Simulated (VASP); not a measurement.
Consider the following.

```
AlO4P
1.0
   -2.50440     2.50440     3.68059
    2.50440    -2.50440     3.68059
    2.50440     2.50440    -3.68059
Al P O
1 1 4
Direct
  0.00000   0.00000   0.00000
  0.75000   0.25000   0.50000
  0.96187   0.59866   0.82503
  0.40134   0.22637   0.36321
  0.77363   0.13684   0.17497
  0.86316   0.03813   0.63679
```

Level of theory: LDA (Ceperley-Alder, Perdew-Zunger), VASP's LDA PAW potentials (set 64) (plane waves; VASP 6.6.1). Numerical set-up: 520 eV cut-off, Gaussian smearing of 0.050 eV, potentials Al P O.

Task: Give the energies of bands 6 to 19 at the high-symmetry points, in eV from the valence-band maximum.

Result: 
```csv
band,Γ,X,P,N,M,S,R
6,-5.74,-6.88,-6.84,-6.10,-6.64,-6.58,-6.75
7,-5.74,-5.18,-5.26,-5.51,-5.25,-5.35,-5.26
8,-5.51,-5.17,-5.21,-5.33,-5.25,-5.21,-5.21
9,-2.67,-2.81,-2.90,-2.98,-2.78,-2.91,-2.91
10,-2.31,-2.79,-2.74,-2.50,-2.60,-2.64,-2.75
11,-1.80,-2.24,-2.17,-2.24,-2.24,-2.41,-2.38
12,-1.80,-2.23,-2.04,-1.87,-2.24,-1.98,-1.97
13,-1.75,-1.60,-1.60,-1.75,-2.11,-1.73,-1.64
14,-0.56,-0.56,-0.60,-0.64,-0.88,-0.79,-0.68
15,0.00,-0.30,-0.37,-0.38,-0.28,-0.48,-0.42
16,0.00,-0.29,-0.35,-0.12,-0.28,-0.23,-0.33
17,5.66,8.45,8.73,7.94,8.32,8.70,8.86
18,8.63,9.07,9.20,8.46,8.84,9.01,9.20
19,10.23,9.86,9.26,9.51,9.99,9.16,9.38
```

The gap is direct, 5.66 eV, from the valence maximum at Γ to the conduction minimum at Γ.

The structure comes from a computed database's AlPO4 entry (I-4); how it stands against other phases isn't given here. It was relaxed first.
